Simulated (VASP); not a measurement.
CuAu:

```
CELL_PARAMETERS angstrom
2.85070 0.00000 0.00000
0.00000 2.85070 0.00000
0.00000 0.00000 3.58161
ATOMIC_POSITIONS crystal
Cu 0.50000 0.50000 0.50000
Au 0.00000 0.00000 0.00000
```

The cell comes from a database or a generator and needn't be the stable form of this composition.

* Program: VASP 6.6.1
* Task: relaxation of cell and atoms
* Functional: RPBE
* Potentials or basis: VASP PAW PBE potentials, release 64 (Cu, Au)
* Cutoff: 600 eV
* k mesh: 14 × 14 × 12
* Occupations: gaussian, width 0.1 eV
* Spin: no spin polarisation

At the start: pressure 9.1 GPa; volume 14.55 Å³/atom.

Q: How do energy, volume and symmetry change on relaxing?

A: Over 23 steps the energy falls by 24.9 meV/atom and the volume is 15.49 Å³/atom (+6.4 %); space group P4/mmm (No. 123, to 0.05 Å).

Step by step:
```
step  energy change (eV)  largest force (eV/Å)  pressure (GPa)  volume (Å³)
   1              0.0000                0.0000            9.14        29.11
   2             -0.0156                0.0000           -5.80        32.75
   3             -0.0498                0.0000           -0.16        30.99
   4             -0.0498                0.0000            0.11        30.95
   5             -0.0498                0.0000            0.11        30.95
   6             -0.0498                0.0000            0.17        30.95
   7             -0.0498                0.0000            0.05        30.97
   8             -0.0499                0.0000            0.02        30.98
   9             -0.0498                0.0000           -0.08        31.00
  10             -0.0499                0.0000           -0.01        30.99
  11             -0.0499                0.0000           -0.04        30.99
  12             -0.0499                0.0000           -0.05        30.99
  13             -0.0499                0.0000           -0.01        30.98
  14             -0.0499                0.0000           -0.02        30.98
  15             -0.0499                0.0000            0.02        30.98
  16             -0.0499                0.0000            0.01        30.97
  17             -0.0499                0.0000            0.04        30.97
  18             -0.0499                0.0000           -0.02        30.97
  19             -0.0499                0.0000            0.03        30.97
  20             -0.0499                0.0000            0.05        30.97
  21             -0.0499                0.0000            0.06        30.96
  22             -0.0499                0.0000           -0.11        31.01
  23             -0.0499                0.0000            0.00        30.97
```

Final structure:
```
Cu Au
1.0
     2.92010    0.00000    0.00000
     0.00000    2.92010    0.00000
     0.00000    0.00000    3.63257
Cu Au
1 1
Direct
  0.50000 0.50000 0.50000
  0.00000 0.00000 0.00000
```

Caveat: the PAW data sets were made with another functional, which shifts forces and pressure a little.
